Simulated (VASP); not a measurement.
Input:

```xyz
2
Lattice="0.0000 3.0424 3.0424 3.0424 0.0000 3.0424 3.0424 3.0424 0.0000" Properties=species:S:1:pos:R:3 pbc="T T T"
K      0.0000     0.0000     0.0000
Cl     3.0424     3.0424     3.0424
```

Computed with LDA (Ceperley-Alder, Perdew-Zunger), VASP's LDA PAW potentials (set 64) (plane waves; VASP 6.6.1). Run with 520 eV cut-off, Gaussian smearing of 0.050 eV, potentials K_sv Cl.

Give the energies of bands 6 to 11 at the high-symmetry points, in eV from the valence-band maximum.

```
band     Γ      X      U      L      W
----  ----  -----  -----  -----  -----
6     0.00  -0.76  -0.68  -1.33  -0.63
7     0.00  -0.25  -0.66  -0.44  -0.56
8     0.00  -0.25  -0.36  -0.44  -0.56
9     5.10   6.05   6.94   7.47   7.82
10    8.11   8.44   9.06   8.64   7.82
11    8.11  10.23   9.52  10.59   9.59
```

The gap is direct, 5.10 eV, from the valence maximum at Γ to the conduction minimum at Γ.

Measured: gap 8.50 eV (computed value off by -3.40 eV), as given by David Koller et al., Journal of Physics Condensed Matter (2013), arXiv:1304.4470.

The compound is KCl in the rock salt structure. It was relaxed first, which changed the volume by -9 %.
